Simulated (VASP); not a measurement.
```
CELL_PARAMETERS angstrom
      0.00101     5.95163     5.95167
      5.95163     0.00101     5.95167
      2.97632     2.97632     0.00000
ATOMIC_POSITIONS crystal
  Pb 0.99690 0.99690 0.00619
  Pb 0.99375 0.50625 0.00000
  Pb 0.50625 0.99375 0.00000
  Pb 0.50310 0.50310 0.99381
  Se 0.25000 0.25000 0.50000
  S  0.25000 0.75000 0.50000
  S  0.75000 0.25000 0.50000
  S  0.75000 0.75000 0.50000
```

Computed with PBEsol GGA, VASP's PBE PAW potentials (set 64) (plane waves; VASP). Run with 400 eV cut-off, 4×4×7 Γ-centred mesh, tetrahedra with Blöchl corrections, potentials Pb_d Se S.

The cores are frozen, which limits the accuracy of field gradients.

Give the principal components of the electric field gradient (V/Å²) and the asymmetry η at each nucleus.

```
atom    Vxx    Vyy    Vzz     η
----  -----  -----  -----  ----
Pb1    22.2   21.9  -44.2  0.01
Pb2   -23.1  -21.7   44.8  0.03
Pb3   -23.1  -21.7   44.8  0.03
Pb4    22.2   21.9  -44.2  0.01
Se5    -8.1   -0.8    8.9  0.83
S6      5.7    0.0   -5.7  0.99
S7      5.7    0.0   -5.7  0.99
S8     -3.9   -0.3    4.2  0.88
```

The structure was generated: Pb4S3Se was put into an ordered model structure (Cmmm), which need not be its known phase. It was relaxed first.
